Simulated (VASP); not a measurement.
A convergence study with VASP on CdI$_{2}$ (1T layered): one setting is varied, all else stays as given below, so the limit is that of these other settings.

```
CdI2
1.0
    2.12000    -3.67195     0.00000
    2.12000     3.67195     0.00000
    0.00000     0.00000     6.86000
Cd I
1 2
Direct
  0.00000   0.00000   0.00000
  0.33333   0.66667   0.24900
  0.66667   0.33333   0.75100
```

Method: PBE GGA, VASP's PBE PAW potentials (set 64) (plane waves; VASP). The tightest run used: 550 eV cut-off, 15×15×9 Γ-centred mesh, Gaussian smearing of 0.050 eV, potentials Cd I.

| setting | E (eV/atom) | pressure (GPa) | irreducible k-points |
|---|---|---|---|
| 1×1×1 mesh | 1.0870 | 22.09 | 1 |
| 2×2×1 mesh | -1.5634 | 4.10 | 2 |
| 3×3×2 mesh | -1.7814 | 2.63 | 6 |
| 4×4×2 mesh | -1.8194 | 2.18 | 8 |
| 5×5×3 mesh | -1.8255 | 2.10 | 12 |

Task: These are the cheaper rows. Estimate the results at 15×15×9 mesh, and how far the last row shown lies from them.

Result: 
```
quantity        tightest run  last row shown is off by
--------------  ------------  ------------------------
E (eV/atom)          -1.8277                    0.0022
pressure (GPa)          2.06                      0.04
```

Left out are rungs that failed or repeat a setting and relaxations that didn't move; long series are thinned to 24 rows.

The compound is CdI2 in the 1T layered structure. The cell was not relaxed at this level.
